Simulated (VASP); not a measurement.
# What goes wrong when MgB2 is relaxed with a bad input, part 2 of 2

Some relaxations of MgB2 get a fault in the input on purpose. Which of them show, and how? The starting structure is a measured crystal structure from the Crystallography Open Database. The first relaxation on each setting starts from this cell expanded by 3 % in volume.

VASP 6.6.1.

Results so far: reference 9.47 Å³ an atom; one electron too many 17.39 Å³ an atom.

## (5) Relaxation with only the volume free (ISIF = 7)

Level of this step: PBEsol; plane waves and PAW (Mg, B) (VASP).

A slip made on purpose: only the volume free (ISIF = 7). Against step 2 the input has ISIF = 7 (also changed: NELM).

The input, INCAR:

```
SYSTEM = MgB2
PREC = Accurate
ENCUT = 450
EDIFF = 1E-06
NELM = 60
ISMEAR = 1
SIGMA = 0.15
LREAL = .FALSE.
ALGO = Normal
GGA = PS
NBANDS = 10
LORBIT = 11
LWAVE = .FALSE.
LCHARG = .FALSE.
KPAR = 4
IBRION = 2
NSW = 50
ISIF = 7
EDIFFG = -0.006
```

The input, POSCAR:

```
MgB2
1.0
    3.1155465410      0.0000000000      0.0000000000
   -1.5577732705      2.6981424512      0.0000000000
    0.0000000000      0.0000000000      3.5578834568
Mg B
1 2
Direct
    0.0000000000      0.0000000000      0.0000000000
    0.6666666667      0.3333333333      0.5000000000
    0.3333333333      0.6666666667      0.5000000000
```

The input, KPOINTS:

```
Automatic mesh
0
Gamma
14 14 10
0 0 0
```

The projector-augmented-wave data sets are Mg and B (PBE family, release 64).

Started as:

```console
> mpirun -np 4 vasp_std
```

The program printed:

```text
[... set-up lines as in an earlier step ...]
 entering main loop
       N       E                     dE             d eps       ncg     rms          rms(c)
[... 13 cycles as in an earlier step ...]
   1 F= -.16183025E+02 E0= -.16182747E+02  d E =-.161830E+02
[...]
N       E                     dE             d eps       ncg     rms          rms(c)
DAV:   1    -0.162266025290E+02   -0.43577E-01   -0.64335E-01  3030   0.774E+00    0.586E-01
DAV:   2    -0.162152571581E+02    0.11345E-01   -0.20642E-02  3204   0.819E-01    0.260E-01
DAV:   3    -0.162137677443E+02    0.14894E-02   -0.39887E-03  3356   0.358E-01    0.790E-02
DAV:   4    -0.162136498147E+02    0.11793E-03   -0.18717E-04  3174   0.876E-02    0.113E-02
DAV:   5    -0.162136485999E+02    0.12148E-05   -0.60844E-06  3370   0.164E-02    0.384E-03
DAV:   6    -0.162136484841E+02    0.11585E-06   -0.45854E-07  1762   0.400E-03
   2 F= -.16213648E+02 E0= -.16213296E+02  d E =-.306233E-01
 trial-energy change:   -0.030623  1 .order   -0.029250   -0.086111    0.027612
 step:   0.7700(harm=  0.7572)  dis= 0.00000  next Energy=   -16.216807 (dE=-0.338E-01)
[...]
N       E                     dE             d eps       ncg     rms          rms(c)
DAV:   1    -0.162175742200E+02   -0.39256E-02   -0.33230E-02  3032   0.174E+00    0.135E-01
DAV:   2    -0.162169665198E+02    0.60770E-03   -0.10970E-03  3210   0.189E-01    0.595E-02
DAV:   3    -0.162168844870E+02    0.82033E-04   -0.20706E-04  3356   0.811E-02    0.182E-02
DAV:   4    -0.162168755667E+02    0.89203E-05   -0.94769E-06  3170   0.198E-02    0.252E-03
DAV:   5    -0.162168751149E+02    0.45176E-06   -0.26353E-07  1642   0.355E-03
   3 F= -.16216875E+02 E0= -.16216539E+02  d E =-.338499E-01
[...]
reached required accuracy - stopping structural energy minimisation
```

The job ended after 7 s (4 MPI ranks of Intel Xeon 6975P-C (Granite Rapids), shared host; peak memory 0.66 GiB).

OUTCAR, selected parts (step 5):

```text
  Total        0.0561111      0.0561111     -0.1063926      0.0000000      0.0000000      0.0000000
  in kB        3.1601186      3.1601186     -5.9919231      0.0000000      0.0000000      0.0000000
  external PRESSURE =       0.1094381 kB  Pullay stress =       0.0000000 kB

 POSITION                                       TOTAL-FORCE (eV/Angst)
 -----------------------------------------------------------------------------------
      0.00000      0.00000      0.00000         0.000000      0.000000      0.000000
      1.53200      0.88450      1.74951         0.000000      0.000000      0.000000
     -0.00000      1.76900      1.74951        -0.000000      0.000000     -0.000000
 -----------------------------------------------------------------------------------
    total drift:                                0.000000     -0.000000      0.000000

  FREE ENERGIE OF THE ION-ELECTRON SYSTEM (eV)
  ---------------------------------------------------
  free  energy   TOTEN  =       -16.2168751149 eV

  energy  without entropy=      -16.2158657517  energy(sigma->0) =      -16.21653866

[... 2 parts as in an earlier step ...]

[... 2 further parts left out ...]
[key lines of the parts left out:]
E-fermi :   5.3333
```

With only the volume free (ISIF = 7) the cell ends at 9.483 Å³ an atom, +0.10 % from the reference.

## (6) Relaxation with too few electronic steps

A slip made on purpose: too few electronic steps. Against step 2 the input has NELM = 4 (also changed: NSW).

INCAR: that of step 5 with these lines changed.

```diff
@@ -4,3 +4,3 @@
 EDIFF = 1E-06
-NELM = 60
+NELM = 4
 ISMEAR = 1
@@ -16,4 +16,4 @@
 IBRION = 2
-NSW = 50
-ISIF = 7
+NSW = 30
+ISIF = 3
 EDIFFG = -0.006
```

POSCAR is that of step 5.

KPOINTS is that of step 5.

Started as:

```console
> mpirun -np 4 vasp_std
```

The program printed:

```text
[... set-up lines as in an earlier step ...]
 entering main loop
       N       E                     dE             d eps       ncg     rms          rms(c)
[... 4 cycles as in an earlier step ...]
 -----------------------------------------------------------------------------
|                                                                             |
|           W    W    AA    RRRRR   N    N  II  N    N   GGGG   !!!           |
|           W    W   A  A   R    R  NN   N  II  NN   N  G    G  !!!           |
|           W    W  A    A  R    R  N N  N  II  N N  N  G       !!!           |
|           W WW W  AAAAAA  RRRRR   N  N N  II  N  N N  G  GGG   !            |
|           WW  WW  A    A  R   R   N   NN  II  N   NN  G    G                |
|           W    W  A    A  R    R  N    N  II  N    N   GGGG   !!!           |
|                                                                             |
|     The electronic self-consistency was not achieved in the given           |
|     number of steps (NELM). The forces and other quantities evaluated       |
[...]
4 F= -.15906402E+02 E0= -.15906585E+02  d E =0.180816E+01
   5 F= -.16084936E+02 E0= -.16084492E+02  d E =0.162963E+01
   6 F= -.16144536E+02 E0= -.16144060E+02  d E =0.157003E+01
   7 F= -.16166591E+02 E0= -.16166201E+02  d E =0.154797E+01
   8 F= -.16175547E+02 E0= -.16175216E+02  d E =0.153902E+01
   9 F= -.16179476E+02 E0= -.16179174E+02  d E =0.153509E+01
  10 F= -.16181299E+02 E0= -.16181010E+02  d E =0.153326E+01
  11 F= -.16182174E+02 E0= -.16181891E+02  d E =0.153239E+01
  12 F= -.16182603E+02 E0= -.16182322E+02  d E =0.153196E+01
  13 F= -.16182815E+02 E0= -.16182535E+02  d E =0.153175E+01
  14 F= -.16182920E+02 E0= -.16182642E+02  d E =0.153164E+01
  15 F= -.16182973E+02 E0= -.16182695E+02  d E =0.153159E+01
  16 F= -.16182999E+02 E0= -.16182721E+02  d E =0.153156E+01
  17 F= -.16183012E+02 E0= -.16182734E+02  d E =0.153155E+01
  18 F= -.16183019E+02 E0= -.16182741E+02  d E =0.153154E+01
  19 F= -.16183022E+02 E0= -.16182744E+02  d E =0.153154E+01
  20 F= -.16215740E+02 E0= -.16215370E+02  d E =-.327177E-01
  21 F= -.16215998E+02 E0= -.16215633E+02  d E =-.329764E-01
  22 F= -.16216866E+02 E0= -.16216529E+02  d E =-.867598E-03
  23 F= -.16217051E+02 E0= -.16216734E+02  d E =-.105293E-02
[...]
reached required accuracy - stopping structural energy minimisation
```

The job ended after 26 s (4 MPI ranks; peak memory 0.68 GiB).

Parts of OUTCAR (step 6):

```text
  Total        0.0023414      0.0023414      0.0124886     -0.0000000      0.0000000      0.0000000
  in kB        0.1320169      0.1320169      0.7041467     -0.0000000      0.0000000      0.0000000
  external PRESSURE =       0.3227268 kB  Pullay stress =       0.0000000 kB

 POSITION                                       TOTAL-FORCE (eV/Angst)
 -----------------------------------------------------------------------------------
      0.00000      0.00000      0.00000         0.000000      0.000000      0.000000
      1.53326      0.88523      1.74465         0.000000     -0.000000     -0.000000
     -0.00000      1.77046      1.74465        -0.000000      0.000000      0.000000
 -----------------------------------------------------------------------------------
    total drift:                                0.000000     -0.000000      0.000000

  FREE ENERGIE OF THE ION-ELECTRON SYSTEM (eV)
  ---------------------------------------------------
  free  energy   TOTEN  =       -16.2170512631 eV

  energy  without entropy=      -16.2160985352  energy(sigma->0) =      -16.21673369

[... 2 parts as in an earlier step ...]

[... 2 further parts left out ...]
[key lines of the parts left out:]
E-fermi :   5.3376
```

With too few electronic steps the cell ends at 9.472 Å³ an atom, -0.02 % from the reference.

## (7) All runs side by side

```csv
run,ended,volume (Å³/atom),change (%),pressure left (GPa),core minutes
reference,converged,9.474,-,0.03,0.867
too few ionic steps,not converged,-,-,-,0.36
one electron too many,converged,17.39,83.56,0.03,5.07
only the volume free (ISIF = 7),converged,9.483,0.1,0.01,0.467
too few electronic steps,converged,9.472,-0.02,0.03,1.73
```

Core minutes are wall time times ranks, summed over the relaxations behind a row (those for a bulk modulus apart), on shared hosts.

## (8) What came out

```json
{
  "volume of the reference": "9.474 Å³/atom",
  "volume against the reference, one electron too many": "+83.56 %",
  "volume against the reference, only the volume free (ISIF = 7)": "+0.10 %",
  "volume against the reference, too few electronic steps": "-0.02 %",
  "run with too few ionic steps": "not converged"
}
```

The run with too few ionic steps didn't converge. Finished, but with signs in the output that stand out against the reference: one electron too many, with the volume changed by +83.6 %, a by +2.9 %, b by +2.9 % and c by +73.3 % (signs: a warning on the charge density and 33.4 GPa at the first ionic step (of the first relaxations, not shown; reference: -7.2 GPa)); only the volume free (ISIF = 7), with the volume changed by +0.1 % (signs: a stress of up to 0.6 GPa); too few electronic steps, with the volume changed by less than 0.1 % (signs: warnings that the electronic loop ran out of cycles, 22.7 GPa at the first ionic step (of the first relaxations, not shown; reference: -7.2 GPa) and an energy that rises by up to 0.8 eV an atom on the way). The reference was restarted once and the runs with a slip weren't, so their cells may not have settled fully. Further runs on this material are not shown.

[Lines on the potential files, build, host, timing and source positions are cut from VASP's logs without a mark.]

[Logs are printed without paths, hosts, clocks, repeated set-up lines and the standing remarks that a program may print on its own settings, such as how far it seeks lower states.]

[Hosts, paths, dates, database ids (printed as entryN), source tags and the programs' standing remarks are cut or masked in the printed files.]
